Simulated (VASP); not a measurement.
A VASP calculation is set up with these files.

INCAR:
```
! general
SYSTEM  = YGa2
PREC    = Accurate
ENCUT   = 400   ! plane-wave cut-off (eV)
LREAL   = .FALSE.   ! projection in real space or not
LASPH   = .TRUE.   ! aspherical one-centre terms

! electronic loop
EDIFF   = 1E-7   ! SCF stop (eV)
NELM    = 100   ! most electronic steps
ALGO    = Normal   ! blocked Davidson
LMAXMIX = 4

! smearing
ISMEAR  = -5   ! tetrahedra, Bloechl

! ions
ISIF    = 2   ! forces and stress, cell fixed

! output
LWAVE   = .FALSE.
LCHARG  = .TRUE.
LORBIT  = 11   ! lm-projected
NEDOS   = 601

! other
LEFG    = .TRUE.
```

**KPOINTS**
```
kpoints
0
gamma
 10 10 9
```

### POSCAR
```
YGa2
1
    4.1137764940     0.0000000000     0.0000000000
   -2.0568882470     3.5626348311    -0.0000000000
   -0.0000000000     0.0000000000     3.9939272760
Ga Y
2 1
Direct
  0.3333330000   0.6666670000   0.5000000000
  0.6666670000   0.3333330000   0.5000000000
  0.0000000000   0.0000000000   1.0000000000
```

POTCAR, in this order: Ga_d Y_sv (LDA.64 set). Program: vasp_std.

Write an equivalent input for Quantum ESPRESSO's pw.x.

One equivalent input (not run):
```
&CONTROL
  calculation = 'scf'
  pseudo_dir = './pseudo'
  outdir = './out'
  tprnfor = .true.
  tstress = .true.
/
&SYSTEM
  ibrav = 0
  nat = 3
  ntyp = 2
  ecutwfc = 80
  occupations = 'tetrahedra'
  input_dft = 'pz'
/
&ELECTRONS
  conv_thr = 7.3e-09
  electron_maxstep = 100
/
ATOMIC_SPECIES
  Ga 69.723 Ga.upf
  Y 88.906 Y.upf
CELL_PARAMETERS angstrom
     4.1137765    0.0000000    0.0000000
    -2.0568882    3.5626348   -0.0000000
    -0.0000000    0.0000000    3.9939273
ATOMIC_POSITIONS crystal
  Ga   0.3333330  0.6666670  0.5000000
  Ga   0.6666670  0.3333330  0.5000000
  Y    0.0000000  0.0000000  1.0000000
K_POINTS automatic
  10 10 9 0 0 0
```
What does not carry over: the potentials are each code's own (VASP's PAW set, PseudoDojo norm-conserving files in pw.x), so ENCUT and ecutwfc are chosen apart and not converted; conv_thr bounds pw.x's estimated SCF error, while EDIFF bounds the energy change between steps; the field gradients of LEFG aren't asked of the other code.

The structure comes from a measured YGa2 entry (P6/mmm) of the Crystallography Open Database, whose conditions weren't checked. It was relaxed first, which changed the volume by -8 %.
